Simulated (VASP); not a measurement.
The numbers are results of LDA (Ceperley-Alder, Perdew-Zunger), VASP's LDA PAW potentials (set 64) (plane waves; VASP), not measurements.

The input files of a VASP run:

### KPOINTS
```
Automatic mesh
0
Gamma
3 5 4
0 0 0
```

INCAR:
```
SYSTEM = HfSi
PREC = Accurate; ENCUT = 300; LREAL = .FALSE.
LASPH = .TRUE.
EDIFF = 1E-6; NELM = 100; ALGO = Normal
LMAXMIX = 6
ISMEAR = 0; SIGMA = 0.1
ISIF = 2
LWAVE = .FALSE.; LCHARG = .FALSE.
```

POSCAR:
```
HfSi
1
    6.8624000000     0.0000000000     0.0000000000
    0.0000000000     3.7682300000     0.0000000000
    0.0000000000     0.0000000000     5.2234500000
Hf Si
4 4
Direct
  0.6755300000   0.2427400000   0.3676080000
  0.3271470000   0.7678760000   0.6162030000
  0.8206700000   0.7639070000   0.8801100000
  0.1649050000   0.2486170000   0.1280250000
  0.5487630000   0.2423630000   0.8748230000
  0.4488420000   0.7307600000   0.1431720000
  0.9639220000   0.7663710000   0.3509800000
  0.0502220000   0.2373660000   0.6390790000
```

POTCAR, in this order: Hf_pv Si (LDA.64 set). Program: vasp_std.

Output of the run:

### OUTCAR
```
 ion  position               nearest neighbor table
   1  0.676  0.243  0.368-   7 2.67   6 2.68   5 2.72   6 2.74   5 2.79   7 2.80   8 2.94   2 3.26
                             3 3.28   2 3.36   3 3.37   3 3.38   3 3.47   4 3.58   4 3.72
   2  0.327  0.768  0.616-   8 2.60   6 2.61   5 2.71   8 2.76   5 2.84   7 2.85   6 2.88   1 3.26
                             4 3.32   1 3.36   4 3.40   4 3.42   4 3.50   3 3.66   3 3.74
   3  0.821  0.764  0.880-   5 2.59   7 2.65   8 2.69   5 2.71   8 2.83   6 2.90   7 2.93   4 3.25
                             1 3.28   4 3.32   1 3.37   1 3.38   1 3.47   2 3.66   2 3.74
   4  0.165  0.249  0.128-   7 2.56   7 2.66   6 2.67   8 2.67   6 2.76   8 2.78   5 2.95   3 3.25
                             2 3.32   3 3.32   2 3.40   2 3.42   2 3.50   1 3.58   1 3.72
   5  0.549  0.242  0.875-   6 2.41   6 2.48   3 2.59   2 2.71   3 2.71   1 2.72   1 2.79   2 2.84
                             4 2.95
   6  0.449  0.731  0.143-   5 2.41   5 2.48   2 2.61   4 2.67   1 2.68   1 2.74   4 2.76   2 2.88
                             3 2.90
   7  0.964  0.766  0.351-   8 2.40   4 2.56   8 2.57   3 2.65   4 2.66   1 2.67   1 2.80   2 2.85
                             3 2.93
   8  0.050  0.237  0.639-   7 2.40   7 2.57   2 2.60   4 2.67   3 2.69   2 2.76   4 2.78   3 2.83
                             1 2.94
  LATTYP: Found a simple orthorhombic cell.
 ALAT       =     3.7682300000
 B/A-ratio  =     1.3861813106
 C/A-ratio  =     1.8211202607
 Subroutine PRICEL returns:
 Original cell was already a primitive cell.
 Subroutine GETGRP returns: Found  1 space group operations
The static configuration has the point symmetry C_1 .
...
```

OSZICAR:
```
       N       E                     dE             d eps       ncg     rms          rms(c)
DAV:   1     0.169226007974E+03    0.16923E+03   -0.21823E+04  2102   0.104E+03
DAV:   2    -0.640605012411E+02   -0.23329E+03   -0.22937E+03  2486   0.277E+02
DAV:   3    -0.764687789685E+02   -0.12408E+02   -0.12287E+02  2628   0.462E+01
DAV:   4    -0.767061663514E+02   -0.23739E+00   -0.23634E+00  2508   0.714E+00
DAV:   5    -0.767111899557E+02   -0.50236E-02   -0.50055E-02  2627   0.849E-01    0.950E+01
DAV:   6    -0.738379867851E+02    0.28732E+01   -0.87982E+00  2316   0.107E+01    0.583E+01
DAV:   7    -0.736107531460E+02    0.22723E+00   -0.36662E+00  2556   0.813E+00    0.744E+00
DAV:   8    -0.735039931254E+02    0.10676E+00   -0.65161E-01  2342   0.330E+00    0.171E+00
DAV:   9    -0.735025662360E+02    0.14269E-02   -0.81297E-02  2588   0.145E+00    0.105E+00
DAV:  10    -0.735015707819E+02    0.99545E-03   -0.10587E-02  2571   0.521E-01    0.245E-01
DAV:  11    -0.735015260528E+02    0.44729E-04   -0.15228E-03  2596   0.152E-01    0.199E-01
DAV:  12    -0.735015079349E+02    0.18118E-04   -0.12796E-04  2587   0.613E-02    0.409E-02
DAV:  13    -0.735015055844E+02    0.23504E-05   -0.33220E-05  2596   0.246E-02    0.297E-02
DAV:  14    -0.735015051334E+02    0.45109E-06   -0.30520E-06  2171   0.891E-03
   1 F= -.73501505E+02 E0= -.73498800E+02  d E =-.541054E-02
```

### OUTCAR
```
------------------------ aborting loop because EDIFF is reached ----------------------------------------
  FORCE on cell =-STRESS in cart. coord.  units (eV):
  Direction    XX          YY          ZZ          XY          YZ          ZX
  --------------------------------------------------------------------------------------
  Total       -3.9834036     -3.9727279     -3.2732788     -0.2964500     -0.1073764     -0.3567082
  in kB      -47.2491516    -47.1225224    -38.8260046     -3.5163425     -1.2736452     -4.2310950
  external PRESSURE =     -44.3992262 kB  Pullay stress =       0.0000000 kB
  volume of cell :      135.07
      direct lattice vectors                 reciprocal lattice vectors
     6.862400000  0.000000000  0.000000000     0.145721613  0.000000000  0.000000000
     0.000000000  3.768230000  0.000000000     0.000000000  0.265376583  0.000000000
     0.000000000  0.000000000  5.223450000     0.000000000  0.000000000  0.191444352
 POSITION                                       TOTAL-FORCE (eV/Angst)
 -----------------------------------------------------------------------------------
      4.63576      0.91470      1.92018         0.123873      0.293659      0.826337
      2.24501      2.89353      3.21871         0.224018     -1.019884      0.893102
      5.63177      2.87858      4.59721         0.553943     -0.818933     -0.647663
      1.13164      0.93685      0.66873         1.060206      0.265802     -0.606747
      3.76583      0.91328      4.56959        -0.659082      0.517149     -0.994594
      3.08013      2.75367      0.74785         0.200760      0.651305     -0.338876
      6.61482      2.88786      1.83333        -0.914321     -1.078668      0.746734
      0.34464      0.89445      3.33820        -0.589398      1.189570      0.121707
 -----------------------------------------------------------------------------------
    total drift:                               -0.000084     -0.000285      0.000385
  FREE ENERGIE OF THE ION-ELECTRON SYSTEM (eV)
  ---------------------------------------------------
  free  energy   TOTEN  =       -73.5015051334 eV

  energy  without entropy=      -73.4960945969  energy(sigma->0) =      -73.49879987
```
(Selected blocks of OUTCAR.)

At this cut-off the stress carries a Pulay error, which pulls relaxed volumes low.

The structure comes from a computed database's HfSi entry (Pnma); how it stands against other phases isn't given here. The cell was not relaxed at this level, atoms are displaced from their ideal sites. The k-mesh is coarse (spacing up to 0.33 per Å, 2π included), so the numbers may not be converged in it.
